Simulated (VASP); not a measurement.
An input for Ansatz (written as the equivalent of a VASP run, and not itself run):

Ansatz 0.2 input:
```yaml
crystal:
  lattice:
    - [0.0000000, 3.1000000, 3.1000000]
    - [3.1000000, 0.0000000, 3.1000000]
    - [3.1000000, 3.1000000, 0.0000000]
  atoms:
    - { symbol: Ba, position: [0.0000000, 0.0000000, 0.0000000] }
    - { symbol: F, position: [0.2500000, 0.2500000, 0.2500000] }
    - { symbol: F, position: [0.7500000, 0.7500000, 0.7500000] }
kpoints:
  mp_grid: { grid: [7, 7, 7] }
hamiltonian:
  xc: pbe
  pseudopotentials: { kind: paw }
scf:
  occupations: { method: fermi_dirac, width: 0.3 }
  max_iter: 100
output: { forces: true, stress: true, eigenvalues: true }
```

Problem. Write the VASP files for the same calculation (PBE).

Solution. Several could match; the one computed here: 
### INCAR
```
# general
SYSTEM =BaF2
PREC   =Accurate
ENCUT  =520
LREAL  =F
LASPH  =T

# electronic loop
EDIFF  =1E-6
NELM   =100
ALGO   =Normal
LMAXMIX=4

# smearing
ISMEAR =-1
SIGMA  =0.3

# functional
GGA    =PE

# ions
ISIF   =2

# output
LWAVE  =F
LCHARG =F
```

### KPOINTS
```
Automatic mesh
0
Gamma
7 7 7
0 0 0
```

POSCAR:
```
BaF2
1
    0.0000000000     3.1000000000     3.1000000000
    3.1000000000     0.0000000000     3.1000000000
    3.1000000000     3.1000000000     0.0000000000
Ba F
1 2
Direct
  0.0000000000   0.0000000000   0.0000000000
  0.2500000000   0.2500000000   0.2500000000
  0.7500000000   0.7500000000   0.7500000000
```

POTCAR, in this order: Ba_sv F (PBE.64 set). Program: vasp_std.

Limits of the translation: each code has its own PAW files, so the cut-off isn't converted (ENCUT is set for VASP's; basis.ecutwfc is left out, and Ansatz then takes the one that its files recommend); Ansatz stops its SCF on the density residual and VASP on the energy change (EDIFF).

The compound is BaF2 in the fluorite structure. The cell was not relaxed at this level. The run is one of a series of settings (ISMEAR = -1, SIGMA = 0.3 against the base run), some of them coarse on purpose.
